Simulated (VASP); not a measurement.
Input:

```
CELL_PARAMETERS angstrom
      4.23444     0.00000     0.00000
      0.00000     4.23444     0.00000
      0.00000     0.00000     4.23444
ATOMIC_POSITIONS crystal
  Ba 0.00000 0.00000 0.00000
  Zr 0.50000 0.50000 0.50000
  O  0.50000 0.00000 0.50000
  O  0.00000 0.50000 0.50000
  O  0.50000 0.50000 0.00000
```

Calculation: PW91 GGA, VASP's PBE PAW potentials (set 64) (plane waves; VASP 6.6.1). Run with 520 eV cut-off, Gaussian smearing of 0.050 eV, potentials Ba_sv Zr_sv O.

Unless said otherwise, spin-orbit coupling is left out, though it shifts the bands of the heavy elements here.

Give the energies of bands 12 to 23 at the high-symmetry points, in eV from the valence-band maximum.

| band | Γ | X | M | R |
|---|---|---|---|---|
| 12 | -1.48 | -3.58 | -3.65 | -3.64 |
| 13 | -1.48 | -1.87 | -3.64 | -3.64 |
| 14 | -1.48 | -1.87 | -3.60 | -3.45 |
| 15 | -0.94 | -1.75 | -2.31 | -2.51 |
| 16 | -0.94 | -1.68 | -2.31 | -2.51 |
| 17 | -0.94 | -1.68 | -0.92 | -2.51 |
| 18 | -0.25 | -1.60 | -0.92 | 0.00 |
| 19 | -0.25 | -0.49 | -0.85 | 0.00 |
| 20 | -0.25 | -0.49 | -0.07 | 0.00 |
| 21 | 3.12 | 3.53 | 5.48 | 5.87 |
| 22 | 3.12 | 5.50 | 5.48 | 5.87 |
| 23 | 3.12 | 5.50 | 6.27 | 5.87 |

The gap is indirect, 3.12 eV, from the valence maximum at R to the conduction minimum at Γ.

The compound is BaZrO3 in the cubic perovskite structure. It was relaxed first.
